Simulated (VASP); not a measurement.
A VASP calculation is set up with these files.

KPOINTS:
```
K-points
0
gamma
 8 8 8
```

### POSCAR
```
Pt3Ti
1.0
  3.8181441575   0.0000000000   0.0000000000
  0.0000000000   3.8181441575   0.0000000000
  0.0000000000   0.0000000000   3.8181441575
Ti Pt
1 3
direct
  0.0000000000   0.0000000000   0.0000000000
  0.0000000000   0.5000000000   0.5000000000
  0.5000000000   0.0000000000   0.5000000000
  0.5000000000   0.5000000000   0.0000000000
```

INCAR:
```
# general
SYSTEM  = Pt3Ti
PREC    = Accurate
ENCUT   = 500
LREAL   = F
LASPH   = T

# electronic loop
EDIFF   = 1E-6
NELM    = 100
ALGO    = Normal
LMAXMIX = 6

# smearing
ISMEAR  = 1
SIGMA   = 0.1

# functional
GGA     = PE

# ions
IBRION  = 2
NSW     = 40
ISIF    = 3
EDIFFG  = -0.02
PSTRESS = 300

# output
LWAVE   = F
LCHARG  = F
```

POTCAR, in this order: Ti_sv Pt (PBE.64 set). Program: vasp_std.

**Question.** Write an equivalent input for Quantum ESPRESSO's pw.x.

**Answer.** One equivalent input (not run):
```
&CONTROL
  calculation = 'vc-relax'
  pseudo_dir = './pseudo'
  outdir = './out'
  tprnfor = .true.
  tstress = .true.
  nstep = 40
  forc_conv_thr = 0.00078
/
&SYSTEM
  ibrav = 0
  nat = 4
  ntyp = 2
  ecutwfc = 84
  occupations = 'smearing'
  smearing = 'methfessel-paxton'
  degauss = 0.00735
  input_dft = 'pbe'
/
&ELECTRONS
  conv_thr = 7.3e-08
  electron_maxstep = 100
/
&IONS
/
&CELL
  press = 300
/
ATOMIC_SPECIES
  Ti 47.867 Ti.upf
  Pt 195.084 Pt.upf
CELL_PARAMETERS angstrom
     3.8181442    0.0000000    0.0000000
    -0.0000000    3.8181442    0.0000000
     0.0000000   -0.0000000    3.8181442
ATOMIC_POSITIONS crystal
  Ti   0.0000000  0.0000000  0.0000000
  Pt   0.0000000  0.5000000  0.5000000
  Pt   0.5000000  0.0000000  0.5000000
  Pt   0.5000000  0.5000000  0.0000000
K_POINTS automatic
  8 8 8 0 0 0
```
Limits of the translation: the potentials are each code's own (VASP's PAW set, PseudoDojo norm-conserving files in pw.x), so ENCUT and ecutwfc are chosen apart and not converted; conv_thr bounds pw.x's estimated SCF error, while EDIFF bounds the energy change between steps; forc_conv_thr acts on force components and is met together with etot_conv_thr.

The compound is Pt3Ti in the L1_2 structure. It was relaxed first under an external pressure of 30 GPa.
